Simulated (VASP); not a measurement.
Output of a VASP run:

**OSZICAR**
```
       N       E                     dE             d eps       ncg     rms          rms(c)
DAV:   1     0.719445100051E+02    0.71945E+02   -0.95351E+03   762   0.172E+03
DAV:   2    -0.215192141057E+02   -0.93464E+02   -0.89264E+02   804   0.294E+02
DAV:   3    -0.279235880410E+02   -0.64044E+01   -0.63712E+01   904   0.774E+01
DAV:   4    -0.280006470726E+02   -0.77059E-01   -0.77037E-01   839   0.906E+00
DAV:   5    -0.280016774418E+02   -0.10304E-02   -0.10303E-02   914   0.105E+00    0.767E+00
DAV:   6    -0.246987389198E+02    0.33029E+01   -0.18532E+00   899   0.486E+01    0.656E+00
DAV:   7    -0.249320727507E+02   -0.23333E+00   -0.71208E-01   759   0.182E+01    0.381E+00
DAV:   8    -0.249754210038E+02   -0.43348E-01   -0.13206E-01   764   0.622E+00    0.162E+00
DAV:   9    -0.249421336758E+02    0.33287E-01   -0.12861E-01   754   0.440E+00    0.375E-01
DAV:  10    -0.249942755072E+02   -0.52142E-01   -0.45855E-02   754   0.268E+00    0.152E-01
DAV:  11    -0.249993044583E+02   -0.50290E-02   -0.25952E-03   824   0.834E-01    0.650E-02
DAV:  12    -0.249991845423E+02    0.11992E-03   -0.31340E-04   769   0.290E-01    0.211E-02
DAV:  13    -0.249992758896E+02   -0.91347E-04   -0.26693E-04   784   0.270E-01    0.291E-02
DAV:  14    -0.249993003141E+02   -0.24425E-04   -0.64291E-06   889   0.296E-02    0.190E-02
DAV:  15    -0.249993155192E+02   -0.15205E-04   -0.45299E-06   784   0.409E-02    0.109E-02
DAV:  16    -0.249993291240E+02   -0.13605E-04   -0.63938E-06   764   0.347E-02    0.408E-03
DAV:  17    -0.249993292236E+02   -0.99611E-07   -0.75779E-08   432   0.299E-03
   1 F= -.24999329E+02 E0= -.24999329E+02  d E =-.249993E+02
```

File OUTCAR:
```
------------------------ aborting loop because EDIFF is reached ----------------------------------------
  FORCE on cell =-STRESS in cart. coord.  units (eV):
  Direction    XX          YY          ZZ          XY          YZ          ZX
  --------------------------------------------------------------------------------------
  Total        0.0076418      0.0076418      0.0076418     -0.0000000      0.0000000      0.0000000
  in kB        0.3157133      0.3157133      0.3157133     -0.0000000      0.0000000      0.0000000
  external PRESSURE =       0.3157133 kB  Pullay stress =       0.0000000 kB
  volume of cell :       38.78
      direct lattice vectors                 reciprocal lattice vectors
     0.000000000  2.686542041  2.686542041    -0.186112852  0.186112852  0.186112852
     2.686542041  0.000000000  2.686542041     0.186112852 -0.186112852  0.186112852
     2.686542041  2.686542041  0.000000000     0.186112852  0.186112852 -0.186112852
  FREE ENERGIE OF THE ION-ELECTRON SYSTEM (eV)
  ---------------------------------------------------
  free  energy   TOTEN  =       -24.9993292236 eV

  energy  without entropy=      -24.9993292236  energy(sigma->0) =      -24.99932922

 reached required accuracy - stopping structural energy minimisation
```
(Selected blocks of OUTCAR.)

### POSCAR
```
ZnS
1
   -0.0000000000     2.6865420410     2.6865420410
    2.6865420410     0.0000000000     2.6865420410
    2.6865420410     2.6865420410     0.0000000000
Zn S
1 1
Direct
  0.0000000000   0.0000000000   0.0000000000
  0.2500000000   0.2500000000   0.2500000000
```

Question: Write an INCAR and KPOINTS that could have produced this output.

Answer: Several could match; the one computed here: the input of the run itself, SCAN meta-GGA, plane waves, VASP's PBE PAW potentials (set 64).

INCAR:
```
# general
SYSTEM =ZnS
PREC   =Accurate
ENCUT  =520
LREAL  =.False.
LASPH  =.True.

# electronic loop
EDIFF  =1E-6
NELM   =100
ALGO   =Normal
LMAXMIX=4
LMIXTAU=.True.

# smearing
ISMEAR =0
SIGMA  =0.05

# functional
METAGGA=SCAN

# ions
IBRION =2
NSW    =60
ISIF   =3
EDIFFG =-0.01

# output
LWAVE  =.False.
LCHARG =.False.
```

File KPOINTS:
```
Automatic mesh
0
Gamma
8 8 8
0 0 0
```

POTCAR, in this order: Zn S (PBE.64 set). Program: vasp_std.

The compound is ZnS in the zinc blende structure. It was relaxed first. The start is the result of an earlier pass.
